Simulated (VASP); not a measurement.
These are LDA (Ceperley-Alder, Perdew-Zunger), VASP's LDA PAW potentials (set 64) (plane waves; VASP) values and carry that method's errors.

VASP ran on this input.

### KPOINTS
```
Regular mesh
0
G
  10 10 10
```

### POSCAR
```
NiSi2
1.0
  0.0000000000   2.5606962871   2.5606962871
  2.5606962871   0.0000000000   2.5606962871
  2.5606962871   2.5606962871   0.0000000000
Si Ni
2 1
Cart
  1.2803481435   1.2803481435   1.2803481435
  3.8410444306   3.8410444306   3.8410444306
  0.0000000000   0.0000000000   0.0000000000
```

INCAR:
```
SYSTEM = NiSi2
PREC = Accurate
ENCUT = 500
EDIFF = 1E-6
NELM = 100
ALGO = Normal
LREAL = .FALSE.
LASPH = .TRUE.
ISMEAR = 1
SIGMA = 0.1
LMAXMIX = 4
LWAVE = .FALSE.
LCHARG = .FALSE.
IBRION = 2
ISIF = 3
NSW = 40
EDIFFG = -0.02
PSTRESS = 450
```

POTCAR, in this order: Si Ni (LDA.64 set). Program: vasp_std.

Energy and stress use the plane-wave basis of the starting cell.

Task: Predict the energy per atom (σ→0), volume per atom, band gap (on the k-mesh).

Result: 
```yaml
energy per atom (σ→0): -6.386 eV/atom
band gap (on the k-mesh): none (metal, semimetal or under 0.01 eV)
volume_per_atom: 10.70 Å^3/atom
```

File OSZICAR:
```
...
       N       E                     dE             d eps       ncg     rms          rms(c)
DAV:   1    -0.191589231236E+02    0.13206E-01   -0.58796E-03  1473   0.182E+00    0.236E-01
DAV:   2    -0.191596887279E+02   -0.76560E-03   -0.11730E-02  1486   0.308E+00    0.310E-01
DAV:   3    -0.191583100709E+02    0.13787E-02   -0.48997E-03  1450   0.203E+00    0.392E-02
DAV:   4    -0.191582947856E+02    0.15285E-04   -0.11034E-04  1332   0.945E-02    0.123E-02
DAV:   5    -0.191582925659E+02    0.22197E-05   -0.60081E-06  1431   0.610E-02    0.422E-03
DAV:   6    -0.191582925417E+02    0.24200E-07   -0.60079E-07   736   0.143E-02
   4 F= -.10143927E+02 E0= -.10143731E+02  d E =-.721639E-01
```

The compound is NiSi2 in the fluorite structure. This run relaxes it under an external pressure of 45 GPa. Symmetry was kept, so distortions that lower it aren't found. The run is not spin-polarised, so no magnetic state was tried.
